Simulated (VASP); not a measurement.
CuRe3, 4 atoms in the cell. The structure is cubic, space group Pm-3m (No. 221). Conventional cell: a = 4.024 Å, b = 4.024 Å, c = 4.024 Å, α = 90.00°, β = 90.00°, γ = 90.00°. Cu (site symmetry m-3m) has 12 Re at 2.85 Å as nearest neighbours. Re (site symmetry 4/mmm) is surrounded by 4 Cu at 2.85 Å and 8 Re at 2.85 Å. The cell was built by a generator and needn't be a form met in nature. The cell isn't the ideal one: species swapped into the TaCo3 type (Pm-3m, No. 221).

* Program: VASP 6.6.1
* Task: relaxation of cell and atoms
* Functional: PBE
* Potentials or basis: VASP PAW PBE potentials, release 64 (Cu, Re)
* Cutoff: 600 eV
* k mesh: 4 × 4 × 4
* Occupations: gaussian, width 0.1 eV
* Spin: no spin polarisation
* Dipole correction: no
* Further INCAR settings: ALGO = Normal; EDIFF = 1e-06; IBRION = 2; EDIFFG = -0.04; NSW = 90; ISIF = 3

Potentials or basis: VASP PAW PBE potentials, release 64 (Cu, Re).

Command:

```sh
$ cat potpaw_PBE.64/Cu/POTCAR potpaw_PBE.64/Re/POTCAR > POTCAR
$ mpirun -np 1 vasp_std > vasp.out
```

Hardware: 1 thread of Intel(R) Xeon(R) Platinum 8259CL CPU @ 2.50GHz (Skylake/Cascade Lake) (shared host).

How long does it take, and how much memory?

Run time: 110 s on 1 thread of Intel(R) Xeon(R) Platinum 8259CL CPU @ 2.50GHz (Skylake/Cascade Lake), with other jobs on the host, peak memory 0.19 GiB. Counts: scf iterations 82, k points 10, ion steps 5.
